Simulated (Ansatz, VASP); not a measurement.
# Te2Mo in two plane-wave programs

Wanted: the spread between two codes on one cell, functional and k mesh. The structure shown is the end of the Ansatz relaxation below.

Main program and level: Ansatz 0.2.0; plane waves, with VASP 6.6.1 beside it; single point at PBE with D3(BJ).

## (1) The structure

It takes space group P6_3/mmc (No. 194, hexagonal). The conventional cell has a = 3.465 Å, b = 3.465 Å, c = 13.438 Å, α = 90.00°, β = 90.00°, γ = 120.00°. Nearest to Te lie 3 Mo at 2.71 Å. Nearest to Mo lie 6 Te at 2.71 Å. Farther neighbours and most contacts between anions are not listed.

## (2) Ansatz: relaxation, PBE with D3(BJ)

Ansatz runs on its PAW soft_1 files.

This run makes the geometry at which the two programs are then compared.

The input, input.yaml:

```yaml
crystal:
  lattice:
    - [3.4966187384, 0.0, 0.0]
    - [-1.7483093692, 3.0281606548, 0.0]
    - [0.0, 0.0, 13.7008532749]
  atoms:
    - { symbol: Te, position: [0.3333333333, 0.6666666667, 0.6173830094] }
    - { symbol: Te, position: [0.6666666667, 0.3333333333, 0.1173830094] }
    - { symbol: Te, position: [0.3333333333, 0.6666666667, 0.8826169906] }
    - { symbol: Te, position: [0.6666666667, 0.3333333333, 0.3826169906] }
    - { symbol: Mo, position: [0.3333333333, 0.6666666667, 0.25] }
    - { symbol: Mo, position: [0.6666666667, 0.3333333333, 0.75] }
kpoints:
  mp_grid: { grid: [9, 9, 2] }
scf:
  occupations: { method: fermi_dirac, width: 0.02 }
hamiltonian:
  xc: pbe
  pseudopotentials: { kind: paw, azcp: { folder: soft_1 } }
  dispersion: d3bj
basis:
  ecutwfc: 600
output:
  forces: true
  stress: true
  write_density: true
  write_potential: true
  elf: true
  volumetric_format: npy
relax:
  f_tol: 0.005
  max_steps: 70
  cell: { stress_tol: 0.02, p_target: 2 }
```

On the command line:

```bash
> ansatz run input.yaml --threads 4 --pin off --max-ram 10240MiB --backend cpu --events-out ev --progress --plain --runs-dir out
```

Numbers of over 12 decimals in the logs are rounded to 6 here.

What it wrote:

```text
Engine: ansatz 0.2.0, aarch64-unknown-linux-gnu
Pseudopotentials: kind: paw
Pseudopotential: Te, paw, valence charge 16, recommended cutoff 420 eV (normal), soft_1/Te.paw.azcp
Pseudopotential: Mo, paw, valence charge 14, recommended cutoff 420 eV (normal), soft_1/Mo.paw.azcp
Functional definition: PBE
  parameter kappa = 0.804
  parameter beta = 0.066725
  exchange = pbe_x(kappa = kappa, mu = beta*pi^2/3)
  correlation = pbe_c(beta = beta)
Crystal: 6 atoms, lattice volume = 145.069 Å³
Basis set: ecut = 600 eV, 4741 PW (Γ), exchange–correlation on 60×60×240 points (8 copies of the dense FFT grid, shifted against one another)
Bands: 56, of which v1, the nominal top of the filled ones, is band 46 counted from 1 (45 counted from 0)
Symmetry: 24 space group operations
Space group: P63/mmc (ITA 194), of the structure as read, at distance tolerance 5.3e-5 Å
k-points: 24 of 162
Non-local potential: Te, projectors of the file, l = 0: 2, l = 1: 2, l = 2: 2, l = 3: 1
Non-local potential: Mo, projectors of the file, l = 0: 3, l = 1: 2, l = 2: 2, l = 3: 1
PAW form: soft (Blöchl's): semilocal exchange-correlation on the pseudo side does not see the compensation charge
PAW one-centre angular grid: Te, 590 points (default); XC on 64 Gauss nodes
PAW one-centre angular grid: Mo, 590 points (default); XC on 64 Gauss nodes
Initial density: superposition of atomic densities (chi_scale 0.1, normalization cell, long waves kept (reshape's long-wave potential 0.01 eV rms))
Initial wavefunctions: pseudopotential atomic-orbital guess
Functional: x = pbe(κ = 0.804, μ = 0.219515), c = pbe(β = 0.066725)
SCF iter   1: F=—  HF=-37838.513936 eV  |F-HF|=—  |Δ(HF+E_count)|=         —  Δρ=5.50e-2  dr2=6.26e0  ethr=3.10e-3  ⟨swp⟩=7.5  Hψ=5352  notcnv=0
preconditioner: auto → Resta (q_TF=auto, 2.529 Å⁻¹)  ε∞=6.5  [insulator: Δε(μ)=0.654 eV  Ē_g=7.885 eV  σ=0.020 eV  W_gap=1.00  n_scr=52 (ndim 8)  ℏωp=18.5 eV  f_vac=0.002  D(μ)=0.00/eV (n_scr^D=0)  ε∞_Penn≈6.5]
SCF iter   2: F=—  HF=-37837.452478 eV  |F-HF|=—  |Δ(HF+E_count)|=    1.06e0  Δρ=2.94e-2  dr2=1.69e0  ethr=3.10e-3  ⟨swp⟩=2.0  Hψ=1924  notcnv=0  defer=61
SCF iter   3: F=—  HF=-37837.096856 eV  |F-HF|=—  |Δ(HF+E_count)|=   3.56e-1  Δρ=4.19e-3  dr2=2.54e-2  ethr=1.83e-3  ⟨swp⟩=2.4  Hψ=1829  notcnv=0  defer=61
SCF iter   4: F=—  HF=-37837.098123 eV  |F-HF|=—  |Δ(HF+E_count)|=   1.27e-3  Δρ=1.31e-3  dr2=4.01e-3  ethr=2.77e-5  ⟨swp⟩=2.3  Hψ=2209  notcnv=0  defer=61
SCF iter   5: F=—  HF=-37837.098004 eV  |F-HF|=—  |Δ(HF+E_count)|=   1.19e-4  Δρ=3.73e-4  dr2=3.68e-4  ethr=4.36e-6  ⟨swp⟩=2.0  Hψ=1961  notcnv=0  defer=61
SCF iter   6: F=—  HF=-37837.098086 eV  |F-HF|=—  |Δ(HF+E_count)|=   8.18e-5  Δρ=1.53e-4  dr2=6.04e-5  ethr=4.00e-7  ⟨swp⟩=2.0  Hψ=1578  notcnv=0  defer=61
SCF iter   7: F=—  HF=-37837.097867 eV  |F-HF|=—  |Δ(HF+E_count)|=   2.19e-4  Δρ=2.52e-5  dr2=1.18e-6  ethr=6.56e-8  ⟨swp⟩=2.0  Hψ=1642  notcnv=0  defer=61
SCF iter   8: F=-37837.097868 eV  HF=-37837.097868 eV  |F-HF|=3.23e-8  |Δ(HF+E_count)|=   1.25e-6  Δρ=7.58e-6  dr2=9.60e-8  ethr=1.09e-10  ⟨swp⟩=9.4  Hψ=8900  notcnv=0
SCF 1 converged in 8 iterations: F = -37837.097868 eV  dr2 = 9.60e-8
  greatest PAW one-centre occupation: 0.999 electrons in one spin orbital (limit 2), on the Mo atom at site 5 (counted from 0), in its partial waves of l = 0
relax step   1: F+E_penalty+E_count = -37837.09786810 eV  Δ(F+E_penalty+E_count) = +0.000e0 eV  max|allowed force component| = 1.545e-4 eV/Å  Δτ_max = 0.0000 Å  P = +0.001 GPa  Ω = 145.069 Å³  (8 SCF iters, dr2 threshold 1.00e-7 eV, accepted)
[...]
relax step   6: F+E_penalty+E_count = -37837.06643721 eV  Δ(F+E_penalty+E_count) = -6.729e-4 eV  max|allowed force component| = 1.413e-4 eV/Å  Δτ_max = 0.0019 Å  P = +2.001 GPa  Ω = 139.696 Å³  energy of the carried Pulay correction = +1.612e-4 eV  (6 SCF iters, dr2 threshold 1.19e-7 eV, accepted)
[...]
relax step   7: F+E_penalty+E_count = -37837.06627616 eV  Δ(F+E_penalty+E_count) = +1.611e-4 eV  max|allowed force component| = 2.009e-4 eV/Å  Δτ_max = 0.0000 Å  P = +2.001 GPa  Ω = 139.696 Å³  stress off target by 1.56e-3 GPa  SCF on the basis re-selected at this cell (its energy is not comparable with the rows above)  (9 SCF iters)
basis re-selected at this cell: Δ(F+E_penalty+E_count) = +1.611e-4 eV, ΔP = +0.000 GPa vs the last step (what re-selecting the basis moved, of the pressure what is left beyond the Pulay correction that the steps carried, after the strain that the cell walked since its last selection, with what the two solves' SCF thresholds leave and, on support functions, any second-order correction that the steps lacked; it is no measure of the basis error at this ecutwfc). The dense FFT grid was sized anew with the basis: this SCF ran on 30×30×108 points, the steps before it on 30×30×120, so part of this shift can come from that change (see relax.cell in the input reference). [rest of the remark cut]
SCF converged after 9 iterations
Free energy (F): -37837.066276 eV
Harris-Foulkes:  -37837.066276 eV  (|F-HF|=0.00e0)
Internal energy: -37837.066276 eV  (E = F + TS)
E sigma→0 (E₀):  -37837.066276 eV
Entropy (-TS):   -0.000000 eV (-0.000 meV/atom)
Fermi energy:    14.126317 eV
--- Per-component energies (eV) ---
  E_band       = -1034.618779
  E_kinetic    = 1541.166930
  E_local      = -7994.402600  (includes V_loc(G=0)·N_el)
  E_nonlocal   = 565.428593
  E_hartree    = 3806.409876
  E_xc         = -844.804149
  E_vxc        = -850.801000  (∫ρ·V_xc dr)
  E_paw        = -25112.394473  (= ΣΔE_a)
  E_vpaw       = -1908.830509  (= ΣTr[D̂ρ^β])
  E_aug_tail   = 0.000056  (compensation charges beyond the density's cutoff)
  E_ewald      = -9795.017932
  E_disp       = -3.452577  (pairwise vdW)
  E_smearing   = -0.000000  (= −TS)
  E_closure    = 0.000000  (closes the sum)
  Σ components = -37837.066276   (vs F -37837.066276, Δ=0.00e0)
--- Forces (eV/Å), atoms counted from 1 ---
  atom   1  Te    -0.00000000     0.00000000    -0.00020087
  atom   2  Te     0.00000000    -0.00000000    -0.00020087
  atom   3  Te    -0.00000000     0.00000000     0.00020087
  atom   4  Te     0.00000000    -0.00000000     0.00020087
  atom   5  Mo     0.00000000     0.00000000     0.00000000
  atom   6  Mo     0.00000000    -0.00000000     0.00000000
  max |Σ_I F_I| component: 1.16e-17 eV/Å
--- Stress (GPa, compression-positive) ---
        2.001558       0.000000       0.000000
        0.000000       2.001558       0.000000
        0.000000       0.000000       2.000939
  P = ⅓ Tr σ = 2.0014 GPa (20.014 kbar)
--- Band table (eV; the first three rows and the last of 24) ---
  k-point 0: bands = [... 42 lower, 12.7952, 12.7952, 13.7795, 13.8232, 16.6928, 16.6928, 16.8642, 16.8642, ... 6 higher]
  k-point 1: bands = [... 42 lower, 12.7643, 12.7643, 13.8135, 13.8135, 16.7324, 16.7324, 16.7324, 16.7324, ... 6 higher]
  k-point 2: bands = [... 42 lower, 12.5738, 12.7129, 13.5827, 13.8595, 16.1599, 16.1967, 16.3027, 16.3856, ... 6 higher]
  k-point 23: bands = [... 42 lower, 11.5946, 11.5946, 13.4591, 13.4591, 14.8460, 14.8460, 15.2286, 15.2286, ... 6 higher]
--- Relaxed structure (6 steps of the walk, 5 accepted, 1 SCFs on fresh bases) ---
  F+E_penalty+E_count = -37837.06627616 eV   max|allowed force component| = 2.009e-4 eV/Å   (the final SCF, on the basis selected at the relaxed cell)
  cell:  # Å, volume = 139.6958 Å³
    - [3.464670, 0.0, 0.0]
    - [-1.732335, 3.000492, 0.0]
    - [0.0, 0.0, 13.437825]
  atoms:
    - { symbol: Te, position: [0.333333, 0.666667, 0.614470] }
    - { symbol: Te, position: [0.666667, 0.333333, 0.114470] }
    - { symbol: Te, position: [0.333333, 0.666667, 0.885530] }
    - { symbol: Te, position: [0.666667, 0.333333, 0.385530] }
    - { symbol: Mo, position: [0.333333, 0.666667, 0.250000] }
    - { symbol: Mo, position: [0.666667, 0.333333, 0.750000] }
```

## (3) VASP: single point, PBE with D3(BJ), pair 1

The same cell, functional, mesh and smearing now go to VASP, with its own data sets.

Lines of VASP's logs that name or quote its potential files are left out, and so is its time.

The input, INCAR:

```
SYSTEM = Te2Mo
PREC = Accurate
ENCUT = 500
EDIFF = 1E-06
NELM = 120
ISMEAR = -1
SIGMA = 0.02
LREAL = .FALSE.
ALGO = Normal
GGA = PE
IVDW = 12
NBANDS = 32
LASPH = .TRUE.
LORBIT = 11
LWAVE = .FALSE.
LCHARG = .FALSE.
ISIF = 2
GGA_COMPAT = .FALSE.
EFERMI = MIDGAP
KPAR = 2
```

The input, POSCAR:

```
Te2Mo
1.0
    3.4646696042      0.0000000000      0.0000000000
   -1.7323348021      3.0004918930      0.0000000000
    0.0000000000      0.0000000000     13.4378247927
Te Mo
4 2
Direct
    0.3333333333      0.6666666667      0.6144702998
    0.6666666667      0.3333333333      0.1144702998
    0.3333333333      0.6666666667      0.8855297002
    0.6666666667      0.3333333333      0.3855297002
    0.3333333333      0.6666666667      0.2500000000
    0.6666666667      0.3333333333      0.7500000000
```

The input, KPOINTS:

```
Automatic mesh
0
Gamma
9 9 2
0 0 0
```

PAW data sets: Te and Mo_sv (PBE family, release 64).

On the command line:

```bash
> mpirun -np 2 vasp_std
```

What it wrote:

```text
[banner, memory and clock lines left out]
running    2 mpi-ranks, on    1 nodes
 distrk:  each k-point on    1 cores,    2 groups
 distr:  one band on    1 cores,    1 groups

 POSCAR found type information on POSCAR TeMo
 POSCAR found :  2 types and       6 ions
 LDA part: xc-table for (Slater+PW92), standard interpolation
 POSCAR, INCAR and KPOINTS ok, starting setup
 FFT: planning ... GRIDC
 FFT: planning ... GRID_SOFT
 FFT: planning ... GRID
 WAVECAR not read
 entering main loop
       N       E                     dE             d eps       ncg     rms          rms(c)
DAV:   1     0.403553766120E+03    0.40355E+03   -0.26870E+04  1784   0.143E+03
DAV:   2    -0.134915722841E+02   -0.41705E+03   -0.40793E+03  1864   0.342E+02
DAV:   3    -0.363885262197E+02   -0.22897E+02   -0.22522E+02  1912   0.681E+01
DAV:   4    -0.369513784315E+02   -0.56285E+00   -0.56054E+00  1888   0.110E+01
DAV:   5    -0.369666455419E+02   -0.15267E-01   -0.15261E-01  2008   0.178E+00    0.228E+01
DAV:   6    -0.361606408106E+02    0.80600E+00   -0.66647E+00  1752   0.134E+01    0.916E+00
DAV:   7    -0.361628032543E+02   -0.21624E-02   -0.66325E+00  1704   0.106E+01    0.613E+00
DAV:   8    -0.357478511320E+02    0.41495E+00   -0.16536E+00  1800   0.600E+00    0.326E+00
DAV:   9    -0.357547887630E+02   -0.69376E-02   -0.20656E-01  2000   0.205E+00    0.140E+00
DAV:  10    -0.357479807158E+02    0.68080E-02   -0.44593E-02  1824   0.111E+00    0.419E-01
DAV:  11    -0.357482573138E+02   -0.27660E-03   -0.25529E-03  1880   0.251E-01    0.306E-01
DAV:  12    -0.357481701951E+02    0.87119E-04   -0.43449E-04  1856   0.895E-02    0.191E-01
DAV:  13    -0.357481218344E+02    0.48361E-04   -0.14132E-04  1824   0.639E-02    0.103E-01
DAV:  14    -0.357481219458E+02   -0.11143E-06   -0.12774E-05  1800   0.146E-02    0.637E-02
DAV:  15    -0.357481201310E+02    0.18148E-05   -0.18342E-06  1256   0.711E-03    0.367E-02
DAV:  16    -0.357481183965E+02    0.17345E-05   -0.35851E-06  1344   0.860E-03    0.157E-02
DAV:  17    -0.357481181135E+02    0.28298E-06   -0.45631E-07   928   0.329E-03
   1 F= -.39199728E+02 E0= -.39199727E+02  d E =-.103683E-06
```

From OUTCAR (step 3):

```text
ion  position               nearest neighbor table
   1  0.333  0.667  0.614-   6 2.71   6 2.71   6 2.71   3 3.64   4 3.67   4 3.67   4 3.67
   2  0.667  0.333  0.114-   5 2.71   5 2.71   5 2.71   4 3.64   3 3.67   3 3.67   3 3.67
   3  0.333  0.667  0.886-   6 2.71   6 2.71   6 2.71   1 3.64   2 3.67   2 3.67   2 3.67
   4  0.667  0.333  0.386-   5 2.71   5 2.71   5 2.71   2 3.64   1 3.67   1 3.67   1 3.67
   5  0.333  0.667  0.250-   2 2.71   4 2.71   2 2.71   4 2.71   2 2.71   4 2.71
   6  0.667  0.333  0.750-   1 2.71   3 2.71   1 2.71   3 2.71   1 2.71   3 2.71

  LATTYP: Found a hexagonal cell.
 ALAT       =     3.4646696042
 C/A-ratio  =     3.8785299402

 Subroutine GETGRP returns: Found 24 space group operations
 (whereof 12 operations were pure point group operations)

The static configuration has the point symmetry D_3d.
 The point group associated with its full space group is D_6h.

 Found     24 irreducible k-points:

   k-points           NKPTS =     24   k-points in BZ     NKDIM =     24   number of bands    NBANDS=     32

   dimension x,y,z NGX =    28 NGY =   28 NGZ =   98
   dimension x,y,z NGXF=    56 NGYF=   56 NGZF=  196

   ENCUT  =  500.0 eV  36.75 Ry    6.06 a.u.   6.32  6.32 24.50*2*pi/ulx,y,z

   NELECT =      52.0000    total number of electrons

 k-points in reciprocal lattice and weights: Automatic mesh
   0.00000000  0.00000000  0.00000000       0.006
   0.11111111  0.00000000  0.00000000       0.037
   0.22222222  0.00000000  0.00000000       0.037
   0.33333333  0.00000000  0.00000000       0.037
   0.44444444  0.00000000  0.00000000       0.037
   0.11111111  0.11111111  0.00000000       0.037
   0.22222222  0.11111111  0.00000000       0.074
   0.33333333  0.11111111  0.00000000       0.074
   0.44444444  0.11111111  0.00000000       0.037
[...]
0.33333333  0.22222222  0.50000000       0.074
   0.33333333  0.33333333  0.50000000       0.012

 average (electrostatic) potential at core
       1 -85.2714       2 -85.2714       3 -85.2714       4 -85.2714       5 -72.4188
       6 -72.4188

 E-fermi :   9.5140

 k-point     1 :       0.0000    0.0000    0.0000
  band No.  band energies     occupation
    ...
     22       8.1080      2.00000
     23       8.1700      2.00000
     24       8.1700      2.00000
     25       9.1708      2.00000
     26       9.2110      2.00000
     27      12.0781      0.00000
     28      12.0781      0.00000
     29      12.2537      0.00000
     30      12.2537      0.00000
     31      12.3130      0.00000
    ...

 k-point     2 :       0.1111    0.0000    0.0000
  band No.  band energies     occupation
    ...
     22       7.9214      2.00000
     23       7.9485      2.00000
     24       8.0905      2.00000
     25       8.9706      2.00000
     26       9.2552      2.00000
     27      11.5467      0.00000
     28      11.5767      0.00000
     29      11.6856      0.00000
     30      11.7710      0.00000
     31      11.8240      0.00000
    ...

 k-point     3 :       0.2222    0.0000    0.0000
  band No.  band energies     occupation
    ...
     22       7.8373      2.00000
     23       7.9480      2.00000
     24       7.9494      2.00000
     25       8.2724      2.00000
     26       8.5070      2.00000
     27      10.4805      0.00000
     28      11.0044      0.00000
     29      11.0865      0.00000
     30      11.1150      0.00000
     31      11.6426      0.00000
    ...

 Edisp (eV)   -3.45161

  Total       1.73417     1.73417     1.80904    -0.00000     0.00000     0.00000
  in kB      19.88931    19.88931    20.74792    -0.00000     0.00000     0.00000
  external pressure =       20.18 kB  Pullay stress =        0.00 kB

  energy-cutoff  :      500.00
  volume of cell :      139.70
      direct lattice vectors                 reciprocal lattice vectors
     3.464669604  0.000000000  0.000000000     0.288627810  0.166639344  0.000000000
    -1.732334802  3.000491893  0.000000000     0.000000000  0.333278688  0.000000000
     0.000000000  0.000000000 13.437824793     0.000000000  0.000000000  0.074416806

 POSITION                                       TOTAL-FORCE (eV/Angst)
 -----------------------------------------------------------------------------------
     -0.00000      2.00033      8.25714        -0.000000      0.000000     -0.017763
      1.73233      1.00016      1.53823        -0.000000      0.000000     -0.017763
     -0.00000      2.00033     11.89959        -0.000000      0.000000      0.017763
      1.73233      1.00016      5.18068        -0.000000      0.000000      0.017763
     -0.00000      2.00033      3.35946        -0.000000     -0.000000     -0.000000
      1.73233      1.00016     10.07837         0.000000      0.000000     -0.000000
 -----------------------------------------------------------------------------------
    total drift:                               -0.000000      0.000000     -0.000000

  FREE ENERGIE OF THE ION-ELECTRON SYSTEM (eV)
  ---------------------------------------------------
  free  energy   TOTEN  =       -39.1997275174 eV

  energy  without entropy=      -39.1997274137  energy(sigma->0) =      -39.19972747

 total charge
# of ion       s       p       d       tot
------------------------------------------
    1        1.388   1.983   0.071   3.442
    2        1.388   1.983   0.071   3.442
    3        1.388   1.983   0.071   3.442
    4        1.388   1.983   0.071   3.442
    5        2.258   6.152   4.016  12.425
    6        2.258   6.152   4.016  12.425
--------------------------------------------------
tot         10.069  20.234   8.315  38.618

[... 3 further parts left out ...]
```

This run has no spin polarisation, so a moment on Mo, if there is one, isn't seen.

## (4) Comparison

Known differences besides the potentials themselves: the data sets hold 92 valence electrons in Ansatz (on its PAW soft_1 files) and 52 in VASP; the cutoff is 600 eV in Ansatz and 500 eV in VASP; Ansatz's pressure holds a Pulay correction, VASP's none. Total energies have different zeros and are not compared.

The two programs side by side:

| quantity | Ansatz | VASP | difference |
| --- | --- | --- | --- |
| pressure (GPa) | 2.00 | 2.02 | -0.02 |
| gap on the k mesh (eV) | 0.533 | 0.517 | +0.016 |

At this near-relaxed geometry the largest component of a force difference is 18 meV/Å. A gap on the mesh is an upper bound, since the band edges may lie between its points.

## (5) Ansatz: relaxation, PBE with D3(BJ)

This run makes the geometry at which the two programs are then compared. The cell compared in this pair holds 132.35 Å³, against 139.70 Å³ for the pair before.

The structure compared here is the end of the Ansatz relaxation.

Edit input.yaml of step 2 so:

```diff
@@ -32,2 +32,2 @@
   max_steps: 70
-  cell: { stress_tol: 0.02, p_target: 2 }
+  cell: { stress_tol: 0.02, p_target: 6 }
```

On the command line:

```bash
> ansatz run input.yaml --threads 4 --pin off --max-ram 10240MiB --backend cpu --events-out ev --progress --plain --runs-dir out
```

What it wrote:

```text
[...]
Crystal: 6 atoms, lattice volume = 145.069 Å³
Basis set: ecut = 600 eV, 4741 PW (Γ), exchange–correlation on 60×60×240 points (8 copies of the dense FFT grid, shifted against one another)
Bands: 56, of which v1, the nominal top of the filled ones, is band 46 counted from 1 (45 counted from 0)
Symmetry: 24 space group operations
[...]
k-points: 24 of 162
[...]
cell:  # Å, volume = 132.3470 Å³
    - [3.410619, 0, 0.0]
    - [-1.705310, 2.953683, 0.0]
    - [0.0, 0.0, 13.137631]
  atoms:
    - { symbol: Te, position: [0.333333, 0.666667, 0.610866] }
    - { symbol: Te, position: [0.666667, 0.333333, 0.110866] }
    - { symbol: Te, position: [0.333333, 0.666667, 0.889134] }
    - { symbol: Te, position: [0.666667, 0.333333, 0.389134] }
    - { symbol: Mo, position: [0.333333, 0.666667, 0.25] }
    - { symbol: Mo, position: [0.666667, 0.333333, 0.750000] }
[key lines of the parts left out:]
SCF converged after 9 iterations
Free energy (F): -37836.889010 eV
Fermi energy:    15.213170 eV
P = ⅓ Tr σ = 5.9938 GPa (59.938 kbar)
```

(Continued in part 2 of 2.)

[Lines on the potential files, build, host, timing and source positions are cut from VASP's logs without a mark.]

[Logs are printed without paths, hosts, clocks, repeated set-up lines and the standing remarks that a program may print on its own settings, such as how far it seeks lower states.]

[Hosts, paths, dates, database ids (printed as entryN), source tags and the programs' standing remarks are cut or masked in the printed files.]
